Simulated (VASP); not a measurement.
Energy against volume of CaO (rock salt). Level of theory: PBE GGA, VASP's PBE PAW potentials (set 64) (plane waves; VASP). Run with 520 eV cut-off, 9×9×9 Γ-centred mesh, Gaussian smearing of 0.050 eV, potentials Ca_sv O.

| V (Å³/atom) | E (eV/atom) |
|---|---|
| 13.315 | -6.38314 |
| 13.740 | -6.39796 |
| 14.165 | -6.40287 |
| 14.589 | -6.39933 |

Fit these four points and predict the energy of the run at 15.014 Å³/atom.

A cubic in V^(−2/3), the third-order Birch-Murnaghan form, passes through the four points with V0 = 14.19 Å³/atom and B0 = 105 GPa, and gives -6.3885 eV/atom there. The run gave -6.3886 eV/atom, -0.1 meV/atom from the fit; all five points give B0 = 105 GPa.

The compound is CaO in the rock salt structure. It was relaxed first.
